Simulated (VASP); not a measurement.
All values below come from TPSS meta-GGA, VASP's PBE PAW potentials (set 64) (plane waves; VASP).

VASP input:

File KPOINTS:
```
Automatic
0
G
 10 10 10
```

INCAR:
```
ALGO = Normal
EDIFF = 1E-7
ENCUT = 520
ISIF = 2
ISMEAR = 1
LASPH = T
LCHARG = F
LMAXMIX = 4
LMIXTAU = T
LREAL = F
LWAVE = F
METAGGA = TPSS
NELM = 100
PREC = Accurate
SIGMA = 0.1
SYSTEM = InAs
```

File POSCAR:
```
InAs
1
    0.0000000000     3.0806034390     3.0806034390
    3.0806034390     0.0000000000     3.0806034390
    3.0806034390     3.0806034390     0.0000000000
In As
1 1
Direct
  0.0000000000   0.0000000000   0.0000000000
  0.2500000000   0.2500000000   0.2500000000
```

POTCAR, in this order: In_d As (PBE.64 set). Program: vasp_std.

Output of the run:

File OSZICAR:
```
...
DAV:  12    -0.146056609858E+05   -0.14582E+05   -0.14238E+05  1786   0.218E+04    0.148E+01
DAV:  13    -0.214430487899E+02    0.14584E+05   -0.52083E+03  1362   0.106E+02    0.346E+00
DAV:  14    -0.237002764300E+02   -0.22572E+01   -0.16960E+01  1430   0.830E+00    0.151E+00
DAV:  15    -0.238653573748E+02   -0.16508E+00   -0.16902E+00  1405   0.301E+00    0.931E-01
DAV:  16    -0.238919955199E+02   -0.26638E-01   -0.51200E-02  1538   0.919E-01    0.680E-01
DAV:  17    -0.238918982009E+02    0.97319E-04   -0.33453E-03  1530   0.382E-01    0.476E-01
DAV:  18    -0.238912453118E+02    0.65289E-03   -0.15745E-03  1267   0.363E-01    0.358E-01
DAV:  19    -0.238930599506E+02   -0.18146E-02   -0.15672E-03  1302   0.269E-01    0.301E-01
DAV:  20    -0.471658039018E+04   -0.46927E+04   -0.46366E+04  2038   0.197E+01    0.106E+02
DAV:  21    -0.175167078263E+02    0.46991E+04   -0.15475E+04  1342   0.634E+02    0.369E+01
DAV:  22    -0.238297181045E+02   -0.63130E+01   -0.27390E+01  1502   0.277E+01    0.136E+01
DAV:  23    -0.235484436833E+02    0.28127E+00   -0.78633E+00  1535   0.165E+01    0.388E+00
DAV:  24    -0.234627377627E+02    0.85706E-01   -0.74305E-01  1337   0.655E+00    0.240E+00
DAV:  25    -0.235242790732E+02   -0.61541E-01   -0.31625E-02  1707   0.234E+00    0.248E+00
DAV:  26    -0.235555525615E+02   -0.31273E-01   -0.56155E-03  1302   0.755E-01    0.253E+00
DAV:  27    -0.237049107460E+02   -0.14936E+00   -0.15941E-02  1332   0.129E+00    0.180E+00
DAV:  28    -0.236943303854E+02    0.10580E-01   -0.13313E-03  1457   0.400E-01    0.176E+00
DAV:  29    -0.237273708351E+02   -0.33040E-01   -0.11400E-03  1262   0.296E-01    0.167E+00
DAV:  30    -0.237976099522E+02   -0.70239E-01   -0.11071E-02  1242   0.872E-01    0.907E-01
DAV:  31    -0.238017745883E+02   -0.41646E-02   -0.41849E-03  1442   0.390E-01    0.668E-01
DAV:  32    -0.238199698478E+02   -0.18195E-01   -0.75180E-04  1252   0.253E-01    0.634E-01
DAV:  33    -0.238675709642E+02   -0.47601E-01   -0.10271E-02  1232   0.908E-01    0.473E-01
DAV:  34    -0.238734205843E+02   -0.58496E-02   -0.35542E-04  1612   0.165E-01    0.460E-01
DAV:  35    -0.238782769573E+02   -0.48564E-02   -0.64295E-04  1327   0.190E-01    0.458E-01
DAV:  36    -0.238942027593E+02   -0.15926E-01   -0.32961E-03  1287   0.428E-01    0.490E-01
DAV:  37    -0.238952346421E+02   -0.10319E-02   -0.77232E-05  1577   0.733E-02    0.479E-01
DAV:  38    -0.238952681396E+02   -0.33498E-04   -0.43359E-05  1287   0.455E-02    0.484E-01
DAV:  39    -0.238954900169E+02   -0.22188E-03   -0.71983E-04  1227   0.204E-01    0.514E-01
DAV:  40    -0.238953921631E+02    0.97854E-04   -0.20659E-05  1592   0.394E-02    0.514E-01
DAV:  41    -0.238950744324E+02    0.31773E-03   -0.41033E-05  1227   0.463E-02    0.516E-01
DAV:  42    -0.238950537517E+02    0.20681E-04   -0.84342E-06  1522   0.230E-02    0.520E-01
DAV:  43    -0.238952817827E+02   -0.22803E-03   -0.40733E-06  1257   0.211E-02    0.524E-01
DAV:  44    -0.238952224282E+02    0.59354E-04   -0.54993E-07  1257   0.738E-03    0.523E-01
DAV:  45    -0.238950832411E+02    0.13919E-03   -0.50037E-06  1227   0.265E-02    0.507E-01
DAV:  46    -0.238950504542E+02    0.32787E-04   -0.43642E-06  1287   0.160E-02    0.497E-01
DAV:  47    -0.238951765325E+02   -0.12608E-03   -0.16106E-05  1242   0.306E-02    0.477E-01
DAV:  48    -0.238951836793E+02   -0.71468E-05   -0.27950E-06  1417   0.176E-02    0.456E-01
DAV:  49    -0.238953687768E+02   -0.18510E-03   -0.92138E-05  1222   0.770E-02    0.392E-01
DAV:  50    -0.238951015444E+02    0.26723E-03   -0.22510E-04  1222   0.127E-01    0.296E-01
DAV:  51    -0.238947169197E+02    0.38462E-03   -0.26795E-04  1222   0.173E-01    0.141E-01
DAV:  52    -0.285724436889E+06   -0.28570E+06   -0.28173E+06  2084   0.866E+02    0.148E+02
DAV:  53     0.225781912945E+02    0.28575E+06   -0.18558E+04  1222   0.711E+02    0.657E+01
DAV:  54    -0.181565696724E+02   -0.40735E+02   -0.38796E+02  1372   0.121E+02    0.223E+01
DAV:  55    -0.231851747213E+02   -0.50286E+01   -0.24529E+01  1632   0.365E+01    0.267E+01
DAV:  56    -0.238607208668E+02   -0.67555E+00   -0.14715E+00  1381   0.116E+01    0.251E+00
DAV:  57    -0.238787731300E+02   -0.18052E-01   -0.22996E-01  1345   0.536E+00    0.161E+00
DAV:  58    -0.238482131127E+02    0.30560E-01   -0.35392E-02  1370   0.262E+00    0.701E-01
DAV:  59    -0.238630512753E+02   -0.14838E-01   -0.32117E-02  1267   0.176E+00    0.681E-01
DAV:  60    -0.238730810598E+02   -0.10030E-01   -0.21789E-02  1222   0.178E+00    0.419E-01
DAV:  61    -0.238714135227E+02    0.16675E-02   -0.47818E-03  1307   0.763E-01    0.494E-01
DAV:  62    -0.238872636271E+02   -0.15850E-01   -0.88672E-03  1337   0.780E-01    0.460E-01
DAV:  63    -0.238928176016E+02   -0.55540E-02   -0.14526E-03  1452   0.376E-01    0.445E-01
DAV:  64    -0.238940213522E+02   -0.12038E-02   -0.41148E-04  1342   0.193E-01    0.495E-01
DAV:  65    -0.238952883761E+02   -0.12670E-02   -0.12803E-04  1267   0.143E-01    0.486E-01
DAV:  66    -0.238938869097E+02    0.14015E-02   -0.10849E-03  1242   0.308E-01    0.440E-01
DAV:  67    -0.238927946644E+02    0.10922E-02   -0.30688E-04  1247   0.175E-01    0.480E-01
DAV:  68    -0.238928657156E+02   -0.71051E-04   -0.15082E-04  1332   0.137E-01    0.545E-01
DAV:  69    -0.238926499697E+02    0.21575E-03   -0.78360E-05  1242   0.928E-02    0.560E-01
DAV:  70    -0.238941468075E+02   -0.14968E-02   -0.64152E-05  1252   0.894E-02    0.538E-01
DAV:  71    -0.238938298666E+02    0.31694E-03   -0.21858E-04  1242   0.135E-01    0.576E-01
DAV:  72    -0.238933844132E+02    0.44545E-03   -0.16856E-05  1367   0.489E-02    0.586E-01
DAV:  73    -0.238929666959E+02    0.41772E-03   -0.28395E-05  1232   0.654E-02    0.589E-01
DAV:  74    -0.238929419817E+02    0.24714E-04   -0.38616E-06  1352   0.214E-02    0.595E-01
DAV:  75    -0.238940419787E+02   -0.11000E-02   -0.60482E-05  1237   0.828E-02    0.561E-01
DAV:  76    -0.238948057911E+02   -0.76381E-03   -0.96861E-05  1267   0.121E-01    0.555E-01
DAV:  77    -0.238951069662E+02   -0.30118E-03   -0.28912E-04  1252   0.194E-01    0.450E-01
DAV:  78    -0.238937162984E+02    0.13907E-02   -0.96984E-04  1232   0.365E-01    0.321E-01
DAV:  79    -0.238941610990E+02   -0.44480E-03   -0.37332E-04  1232   0.164E-01    0.294E-01
DAV:  80    -0.238942078600E+02   -0.46761E-04   -0.33522E-03  1222   0.431E-01    0.182E-01
DAV:  81    -0.238940944555E+02    0.11340E-03   -0.19894E-04  1522   0.114E-01    0.200E-01
DAV:  82    -0.238960136655E+02   -0.19192E-02   -0.21242E-04  1222   0.136E-01    0.131E-01
DAV:  83    -0.238953474735E+02    0.66619E-03   -0.50206E-05  1232   0.792E-02    0.845E-02
DAV:  84    -0.238952731645E+02    0.74309E-04   -0.20998E-05  1237   0.505E-02    0.777E-02
DAV:  85    -0.238951794722E+02    0.93692E-04   -0.52553E-06  1327   0.279E-02    0.763E-02
DAV:  86    -0.238951337852E+02    0.45687E-04   -0.38226E-06  1247   0.256E-02    0.732E-02
DAV:  87    -0.238950939346E+02    0.39851E-04   -0.45225E-07  1417   0.571E-03    0.716E-02
DAV:  88    -0.238950588430E+02    0.35092E-04   -0.31012E-07  1001   0.442E-03    0.711E-02
DAV:  89    -0.238950897440E+02   -0.30901E-04   -0.30490E-07   970   0.422E-03    0.713E-02
DAV:  90    -0.238950891782E+02    0.56583E-06   -0.20577E-07   646   0.724E-04    0.713E-02
DAV:  91    -0.238950906134E+02   -0.14352E-05   -0.38468E-07  1232   0.515E-03    0.704E-02
DAV:  92    -0.238950882161E+02    0.23973E-05   -0.20618E-07   656   0.699E-04    0.704E-02
DAV:  93    -0.238951111704E+02   -0.22954E-04   -0.21664E-07   746   0.162E-03    0.706E-02
DAV:  94    -0.238951113935E+02   -0.22310E-06   -0.20328E-07   646   0.335E-04    0.706E-02
DAV:  95    -0.238951128233E+02   -0.14297E-05   -0.27799E-07   872   0.348E-03    0.708E-02
DAV:  96    -0.437308784687E+04   -0.43492E+04   -0.43495E+04  1694   0.668E+03    0.290E+02
DAV:  97    -0.134212282149E+02    0.43597E+04   -0.54337E+03  1463   0.192E+02    0.229E+01
DAV:  98     0.404733494730E+05    0.40487E+05   -0.38252E+04  1334   0.602E+04    0.582E+01
DAV:  99    -0.218270534786E+02   -0.40495E+05   -0.14986E+03  1323   0.104E+02    0.346E+01
DAV: 100    -0.234951962537E+02   -0.16681E+01   -0.12106E+01  1615   0.186E+01
   1 F= -.23495196E+02 E0= -.23495276E+02  d E =0.240198E-03
```

**OUTCAR**
```
------------------------ aborting loop EDIFF was not reached (unconverged)  ----------------------------
  FORCE on cell =-STRESS in cart. coord.  units (eV):
  Direction    XX          YY          ZZ          XY          YZ          ZX
  --------------------------------------------------------------------------------------
  Total        1.8247898      1.8247898      1.8247898      0.0000000      0.0000000     -0.0000000
  in kB       50.0018460     50.0018460     50.0018460      0.0000000      0.0000000     -0.0000000
  external PRESSURE =      50.0018460 kB  Pullay stress =       0.0000000 kB
  volume of cell :       58.47
      direct lattice vectors                 reciprocal lattice vectors
     0.000000000  3.080603439  3.080603439    -0.162305863  0.162305863  0.162305863
     3.080603439  0.000000000  3.080603439     0.162305863 -0.162305863  0.162305863
     3.080603439  3.080603439  0.000000000     0.162305863  0.162305863 -0.162305863
  FREE ENERGIE OF THE ION-ELECTRON SYSTEM (eV)
  ---------------------------------------------------
  free  energy   TOTEN  =       -23.4951962537 eV

  energy  without entropy=      -23.4954364517  energy(sigma->0) =      -23.49527632
```
(Selected blocks of OUTCAR.)

stdout:
```
...
DAV:  87    -0.238950939346E+02    0.39851E-04   -0.45225E-07  1417   0.571E-03    0.716E-02
DAV:  88    -0.238950588430E+02    0.35092E-04   -0.31012E-07  1001   0.442E-03    0.711E-02
DAV:  89    -0.238950897440E+02   -0.30901E-04   -0.30490E-07   970   0.422E-03    0.713E-02
DAV:  90    -0.238950891782E+02    0.56583E-06   -0.20577E-07   646   0.724E-04    0.713E-02
DAV:  91    -0.238950906134E+02   -0.14352E-05   -0.38468E-07  1232   0.515E-03    0.704E-02
DAV:  92    -0.238950882161E+02    0.23973E-05   -0.20618E-07   656   0.699E-04    0.704E-02
DAV:  93    -0.238951111704E+02   -0.22954E-04   -0.21664E-07   746   0.162E-03    0.706E-02
DAV:  94    -0.238951113935E+02   -0.22310E-06   -0.20328E-07   646   0.335E-04    0.706E-02
DAV:  95    -0.238951128233E+02   -0.14297E-05   -0.27799E-07   872   0.348E-03    0.708E-02
DAV:  96    -0.437308784687E+04   -0.43492E+04   -0.43495E+04  1694   0.668E+03BRMIX: very serious problems
 the old and the new charge density differ
 old charge density:    18.00000 new   18.00024
    0.290E+02
DAV:  97    -0.134212282149E+02    0.43597E+04   -0.54337E+03  1463   0.192E+02BRMIX: very serious problems
 the old and the new charge density differ
 old charge density:    18.00024 new   18.00000
    0.229E+01
DAV:  98     0.404733494730E+05    0.40487E+05   -0.38252E+04  1334   0.602E+04    0.582E+01
DAV:  99    -0.218270534786E+02   -0.40495E+05   -0.14986E+03  1323   0.104E+02    0.346E+01
DAV: 100    -0.234951962537E+02   -0.16681E+01   -0.12106E+01  1615   0.186E+01

 -----------------------------------------------------------------------------
|                                                                             |
|           W    W    AA    RRRRR   N    N  II  N    N   GGGG   !!!           |
|           W    W   A  A   R    R  NN   N  II  NN   N  G    G  !!!           |
|           W    W  A    A  R    R  N N  N  II  N N  N  G       !!!           |
|           W WW W  AAAAAA  RRRRR   N  N N  II  N  N N  G  GGG   !            |
|           WW  WW  A    A  R   R   N   NN  II  N   NN  G    G                |
|           W    W  A    A  R    R  N    N  II  N    N   GGGG   !!!           |
|                                                                             |
|     The electronic self-consistency was not achieved in the given           |
|     number of steps (NELM). The forces and other quantities evaluated       |
|     might not be reliable so examine the results carefully. If you find     |
|     spurious results, we suggest increasing NELM, if you were close to      |
|     convergence or switching to a different ALGO or adjusting the           |
|     density mixing parameters otherwise.                                    |
|                                                                             |
 -----------------------------------------------------------------------------

   1 F= -.23495196E+02 E0= -.23495276E+02  d E =0.240198E-03
```

The run did not converge; its last values are not results.

The compound is InAs in the zinc blende structure. It was relaxed first, which changed the volume by +5 %.
